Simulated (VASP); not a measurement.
Calculation: r2SCAN meta-GGA, VASP's PBE PAW potentials (set 64) (plane waves; VASP).

The input files of a VASP run:

**KPOINTS**
```
Automatic mesh
0
Gamma
11 11 11
0 0 0
```

INCAR:
```
SYSTEM  =  RuAl
PREC  =  Accurate; ENCUT  =  520; LREAL  =  .FALSE.
LASPH  =  .TRUE.
EDIFF  =  1E-6; NELM  =  100; ALGO  =  Normal
LMAXMIX  =  4; LMIXTAU  =  .TRUE.
ISMEAR  =  1; SIGMA  =  0.1
METAGGA  =  R2SCAN
IBRION  =  2; NSW  =  60; ISIF  =  3
EDIFFG  =  -0.01
LWAVE  =  .FALSE.; LCHARG  =  .FALSE.
```

POSCAR:
```
RuAl
1
    2.9900000000     0.0000000000     0.0000000000
    0.0000000000     2.9900000000     0.0000000000
    0.0000000000     0.0000000000     2.9900000000
Al Ru
1 1
Direct
  0.5000000000   0.5000000000   0.5000000000
  0.0000000000   0.0000000000   0.0000000000
```

POTCAR, in this order: Al Ru_pv (PBE.64 set). Program: vasp_std.

Q: Predict the energy per atom (σ→0), volume per atom, band gap (on the k-mesh).

A: 
- energy per atom (σ→0) = -16.801 eV/atom
- band gap (on the k-mesh) = none (metal, semimetal or under 0.01 eV)
- volume per atom = 13.28 Å³/atom

**OSZICAR**
```
...
DAV:   4    -0.336024766527E+02    0.64088E-04   -0.12559E-03  1432   0.269E-01    0.367E-02
DAV:   5    -0.336024449838E+02    0.31669E-04   -0.39509E-04  1360   0.274E-01    0.279E-02
DAV:   6    -0.336025592085E+02   -0.11422E-03   -0.23138E-04  1396   0.183E-01    0.108E-02
DAV:   7    -0.336026061109E+02   -0.46902E-04   -0.12270E-05  1596   0.375E-02    0.838E-03
DAV:   8    -0.336026171341E+02   -0.11023E-04   -0.81600E-06  1396   0.382E-02    0.358E-03
DAV:   9    -0.336026183755E+02   -0.12414E-05   -0.54212E-07   684   0.111E-02    0.144E-03
DAV:  10    -0.336026185710E+02   -0.19550E-06   -0.90911E-08   708   0.381E-03
   3 F= -.33602619E+02 E0= -.33602177E+02  d E =-.842900E-03
```

The compound is RuAl in the CsCl type structure. This run relaxes it. Symmetry was kept, so distortions that lower it aren't found. The electron count is odd and the run is not spin-polarised, which forces a metal.
